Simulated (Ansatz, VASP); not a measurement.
# Cross-check of SrBe between VASP and Ansatz

One calculation is typed for both programs; each brings its own data sets. How far apart do they land? The cell is generated by rule, not measured, and may not be a known phase. The cell is taken from a series of runs on this material, whose earlier steps may have relaxed, scaled, displaced or heated it; both programs get it as it stands.

Program: Ansatz 0.2.0. Level of theory: plane waves, with VASP 6.6.1 beside it; zone-centre phonons at LDA. Results are calculated unless marked as measured.

The structure was built from a prototype and need not be the compound's stable phase.

### Step 1. Starting point

The structure is cubic, space group Pm-3m (No. 221). Conventional cell: a = 3.649 Å, b = 3.649 Å, c = 3.649 Å, α = 90.00°, β = 90.00°, γ = 90.00°. Sr has 8 Be at 3.16 Å nearest. Nearest to Be lie 8 Sr at 3.16 Å. Farther neighbours are not listed.

### Step 2. VASP: zone-centre phonons, LDA

Second derivatives magnify differences that forces hide, and they need a tight electronic threshold.

Lines of VASP's logs that name or quote its potential files are left out, and so is its time.

The input, INCAR:

```
SYSTEM = SrBe
PREC = Accurate
ENCUT = 600
EDIFF = 1E-08
NELM = 120
ISMEAR = 1
SIGMA = 0.27211
LREAL = .FALSE.
ALGO = Normal
GGA = CA
NBANDS = 12
LORBIT = 11
LWAVE = .FALSE.
LCHARG = .FALSE.
ISIF = 2
IBRION = 8
LASPH = .TRUE.
GGA_COMPAT = .FALSE.
KPAR = 2
```

The input, POSCAR:

```
SrBe
1.0
    3.6490988976      0.0000000000      0.0000000000
    0.0000000000      3.6490988976      0.0000000000
    0.0000000000      0.0000000000      3.6490988976
Sr Be
1 1
Direct
    0.5000000000      0.5000000000      0.5000000000
    0.0000000000      0.0000000000      0.0000000000
```

The input, KPOINTS:

```
Automatic mesh
0
Gamma
10 10 10
0 0 0
```

The projector-augmented-wave data sets are Sr_sv and Be (LDA family, release 64).

Launch:

```
$ mpirun -np 2 vasp_std
```

Output:

```text
[banner, memory and clock lines left out]
running    2 mpi-ranks, on    1 nodes
 distrk:  each k-point on    1 cores,    2 groups
 distr:  one band on    1 cores,    1 groups

 POSCAR found type information on POSCAR SrBe
 POSCAR found :  2 types and       2 ions
 LDA part: xc-table for (Slater(with rela. corr.)+CA(PZ))
 , standard interpolation
 POSCAR, INCAR and KPOINTS ok, starting setup
 FFT: planning ... GRIDC
 FFT: planning ... GRID_SOFT
 FFT: planning ... GRID
 WAVECAR not read
 entering main loop
       N       E                     dE             d eps       ncg     rms          rms(c)
DAV:   1     0.488089884122E+02    0.48809E+02   -0.64606E+03  1344   0.988E+02
DAV:   2    -0.218564655142E+01   -0.50995E+02   -0.49615E+02  1612   0.193E+02
DAV:   3    -0.491126937318E+01   -0.27256E+01   -0.27044E+01  2164   0.367E+01
DAV:   4    -0.505588835575E+01   -0.14462E+00   -0.14448E+00  1828   0.497E+00
DAV:   5    -0.505796346426E+01   -0.20751E-02   -0.20750E-02  1984   0.603E-01    0.185E+01
DAV:   6    -0.502520582507E+01    0.32758E-01   -0.27687E-02  1648   0.122E+00    0.109E+01
DAV:   7    -0.501133470862E+01    0.13871E-01   -0.60556E-02  1824   0.167E+00    0.319E-01
DAV:   8    -0.501155952577E+01   -0.22482E-03   -0.42182E-03  1680   0.423E-01    0.177E-01
DAV:   9    -0.501159644944E+01   -0.36924E-04   -0.45668E-04  1860   0.141E-01    0.659E-02
DAV:  10    -0.501160181664E+01   -0.53672E-05   -0.12730E-05  1716   0.273E-02    0.222E-02
DAV:  11    -0.501160145459E+01    0.36205E-06   -0.20495E-06  1772   0.925E-03    0.131E-02
DAV:  12    -0.501160147812E+01   -0.23526E-07   -0.13927E-07  1772   0.250E-03    0.279E-03
DAV:  13    -0.501160147092E+01    0.71998E-08   -0.75240E-08  1960   0.181E-03
   1 F= -.50116015E+01 E0= -.50125969E+01  d E =0.298618E-02
 Linear response reoptimize wavefunctions to high precision
DAV:   1    -0.501160147236E+01   -0.14464E-08   -0.12729E-08  1668   0.863E-04
DAV:   2    -0.501160147242E+01   -0.55252E-10   -0.25669E-10  1128   0.143E-04
 Linear response DOF=           2
 Linear response progress:
  Degree of freedom:   1/  2
       N       E                     dE             d eps       ncg     rms          rms(c)
RMM:   1    -0.283858598075E+00   -0.28386E+00    0.98936E-01  4392   0.515E+00
RMM:   2    -0.278636752889E+00    0.52218E-02   -0.39726E-02  5204   0.994E-01    0.153E-01
RMM:   3    -0.279868334520E+00   -0.12316E-02   -0.33083E-03  6007   0.305E-01    0.119E-01
RMM:   4    -0.279852516455E+00    0.15818E-04   -0.41992E-04  6408   0.125E-01    0.402E-02
RMM:   5    -0.279949238907E+00   -0.96722E-04   -0.57355E-05  6689   0.335E-02    0.136E-02
RMM:   6    -0.280010658951E+00   -0.61420E-04   -0.97897E-06  6651   0.153E-02    0.780E-03
RMM:   7    -0.279987093725E+00    0.23565E-04   -0.76922E-06  6766   0.712E-03    0.125E-03
RMM:   8    -0.279979694611E+00    0.73991E-05   -0.48144E-06  7156   0.309E-03    0.478E-04
RMM:   9    -0.279969823738E+00    0.98709E-05   -0.84537E-06  7332   0.163E-03    0.298E-04
RMM:  10    -0.279971569913E+00   -0.17462E-05    0.15570E-06  7053   0.757E-04    0.198E-04
RMM:  11    -0.279970072657E+00    0.14973E-05   -0.13423E-06  7078   0.474E-04    0.768E-05
RMM:  12    -0.279968763247E+00    0.13094E-05    0.83678E-07  7304   0.298E-04    0.400E-05
RMM:  13    -0.279969000183E+00   -0.23694E-06    0.75342E-07  7420   0.184E-04    0.186E-05
RMM:  14    -0.279968925884E+00    0.74298E-07   -0.15993E-08  7564   0.120E-04    0.124E-05
RMM:  15    -0.279968941968E+00   -0.16084E-07   -0.76787E-08  7196   0.810E-05    0.107E-05
RMM:  16    -0.279968922378E+00    0.19590E-07   -0.46835E-08  6539   0.584E-05    0.750E-06
RMM:  17    -0.279968861427E+00    0.60952E-07   -0.75444E-09  6715   0.452E-05    0.156E-06
RMM:  18    -0.279968876820E+00   -0.15394E-07    0.18547E-08  5511   0.354E-05    0.275E-06
RMM:  19    -0.279968860520E+00    0.16300E-07   -0.14333E-08  5219   0.295E-05    0.604E-07
RMM:  20    -0.279968855802E+00    0.47177E-08   -0.14008E-08  5027   0.257E-05    0.640E-07
 first order change of Fermi-energy  -0.19098E-04
 force on displaced ion       1 direction 1 :  -2.768  -0.000   0.000
 Linear response progress:
  Degree of freedom:   2/  2
       N       E                     dE             d eps       ncg     rms          rms(c)
RMM:   1    -0.704982403486E-02   -0.70498E-02   -0.25698E-03  6264   0.300E-01
RMM:   2    -0.698998905290E-02    0.59835E-04   -0.20875E-04  5678   0.587E-02    0.141E-01
RMM:   3    -0.705332476603E-02   -0.63336E-04   -0.79428E-05  5649   0.306E-02    0.690E-02
RMM:   4    -0.716357520927E-02   -0.11025E-03   -0.28405E-05  5563   0.211E-02    0.666E-03
RMM:   5    -0.716694278252E-02   -0.33676E-05   -0.52642E-06  6113   0.741E-03    0.222E-03
RMM:   6    -0.716452570091E-02    0.24171E-05   -0.67891E-07  6342   0.210E-03    0.144E-03
RMM:   7    -0.716293259920E-02    0.15931E-05    0.22674E-09  6279   0.117E-03    0.291E-04
RMM:   8    -0.716302174201E-02   -0.89143E-07   -0.12262E-07  6896   0.378E-04    0.165E-04
RMM:   9    -0.716300277357E-02    0.18968E-07    0.93418E-08  6880   0.171E-04    0.317E-05
RMM:  10    -0.716299948196E-02    0.32916E-08   -0.37836E-08  6997   0.841E-05    0.189E-05
 first order change of Fermi-energy  -0.18818E-03
 force on displaced ion       2 direction 1 :  -2.769   0.000  -0.000
 Linear response finished
```

OUTCAR, selected parts (step 2):

```text
ion  position               nearest neighbor table
   1  0.500  0.500  0.500-   2 3.16   2 3.16   2 3.16   2 3.16   2 3.16   2 3.16   2 3.16   2 3.16

  LATTYP: Found a simple cubic cell.
 ALAT       =     3.6490988976

 Subroutine GETGRP returns: Found 48 space group operations
 (whereof 48 operations were pure point group operations)

The static configuration has the point symmetry O_h .

 Found     56 irreducible k-points:

   k-points           NKPTS =     56   k-points in BZ     NKDIM =     56   number of bands    NBANDS=     12

   dimension x,y,z NGX =    30 NGY =   30 NGZ =   30
   dimension x,y,z NGXF=    60 NGYF=   60 NGZF=   60

   ENCUT  =  600.0 eV  44.10 Ry    6.64 a.u.   7.29  7.29  7.29*2*pi/ulx,y,z

   NELECT =      12.0000    total number of electrons

 k-points in reciprocal lattice and weights: Automatic mesh
   0.00000000  0.00000000  0.00000000       0.001
   0.10000000  0.00000000  0.00000000       0.006
   0.20000000  0.00000000  0.00000000       0.006
   0.30000000  0.00000000  0.00000000       0.006
   0.40000000  0.00000000  0.00000000       0.006
   0.50000000  0.00000000  0.00000000       0.003
   0.10000000  0.10000000  0.00000000       0.012
   0.20000000  0.10000000  0.00000000       0.024
   0.30000000  0.10000000  0.00000000       0.024
[...]
0.50000000  0.50000000  0.40000000       0.006
   0.50000000  0.50000000  0.50000000       0.001

 average (electrostatic) potential at core
       1 -38.0645       2 -34.8483

  Total        0.0363467      0.0363467      0.0363467      0.0000000     -0.0000000      0.0000000
  in kB        1.1984455      1.1984455      1.1984455      0.0000000     -0.0000000      0.0000000
  external PRESSURE =       1.1984455 kB  Pullay stress =       0.0000000 kB

  energy-cutoff  :      600.00
  volume of cell :       48.59
      direct lattice vectors                 reciprocal lattice vectors
     3.649098898  0.000000000  0.000000000     0.274040257  0.000000000  0.000000000
     0.000000000  3.649098898  0.000000000     0.000000000  0.274040257  0.000000000
     0.000000000  0.000000000  3.649098898     0.000000000  0.000000000  0.274040257

 POSITION                                       TOTAL-FORCE (eV/Angst)
 -----------------------------------------------------------------------------------
      1.82455      1.82455      1.82455         0.000000      0.000000      0.000000
      0.00000      0.00000      0.00000         0.000000      0.000000      0.000000
 -----------------------------------------------------------------------------------
    total drift:                                0.000000      0.000000      0.000000

 Eigenvectors and eigenvalues of the dynamical matrix
 ----------------------------------------------------

   1 f  =    9.099613 THz    57.174554 2PiTHz  303.530411 cm-1    37.632958 meV
             X         Y         Z           dx          dy          dz
      1.824549  1.824549  1.824549     0.087742    0.292495    0.000000
      0.000000  0.000000  0.000000    -0.273603   -0.912080    0.000000

   2 f  =    9.099613 THz    57.174554 2PiTHz  303.530411 cm-1    37.632958 meV
             X         Y         Z           dx          dy          dz
      1.824549  1.824549  1.824549    -0.000000   -0.000000   -0.305371
      0.000000  0.000000  0.000000     0.000000    0.000000    0.952233

   3 f  =    9.099613 THz    57.174554 2PiTHz  303.530411 cm-1    37.632958 meV
             X         Y         Z           dx          dy          dz
      1.824549  1.824549  1.824549     0.292495   -0.087742   -0.000000
      0.000000  0.000000  0.000000    -0.912080    0.273603   -0.000000

   4 f/i=    0.000294 THz     0.001845 2PiTHz    0.009793 cm-1     0.001214 meV
             X         Y         Z           dx          dy          dz
      1.824549  1.824549  1.824549     0.099950    0.196376   -0.926388
      0.000000  0.000000  0.000000     0.032053    0.062976   -0.297083

   5 f/i=    0.000294 THz     0.001845 2PiTHz    0.009793 cm-1     0.001214 meV
             X         Y         Z           dx          dy          dz
      1.824549  1.824549  1.824549     0.845772    0.400487    0.176147
      0.000000  0.000000  0.000000     0.271230    0.128432    0.056489

   6 f/i=    0.000294 THz     0.001845 2PiTHz    0.009793 cm-1     0.001214 meV
             X         Y         Z           dx          dy          dz
      1.824549  1.824549  1.824549    -0.425943    0.841306    0.132384
      0.000000  0.000000  0.000000    -0.136596    0.269798    0.042454

 ELASTIC MODULI CONTR FROM IONIC RELAXATION (kBar)
 Direction    XX          YY          ZZ          XY          YZ          ZX
 --------------------------------------------------------------------------------
 XX           0.0000      0.0000      0.0000      0.0000      0.0000      0.0000
 YY           0.0000      0.0000      0.0000      0.0000      0.0000      0.0000
 ZZ           0.0000      0.0000      0.0000      0.0000      0.0000      0.0000
 XY           0.0000      0.0000      0.0000      0.0000      0.0000      0.0000
 YZ           0.0000      0.0000      0.0000      0.0000      0.0000      0.0000
 ZX           0.0000      0.0000      0.0000      0.0000      0.0000      0.0000
 --------------------------------------------------------------------------------
```

(Continued in part 2 of 2.)

[Lines on the potential files, build, host, timing and source positions are cut from VASP's logs without a mark.]

[Logs are printed without paths, hosts, clocks, repeated set-up lines and the standing remarks that a program may print on its own settings, such as how far it seeks lower states.]

[Hosts, paths, dates, database ids (printed as entryN), source tags and the programs' standing remarks are cut or masked in the printed files.]
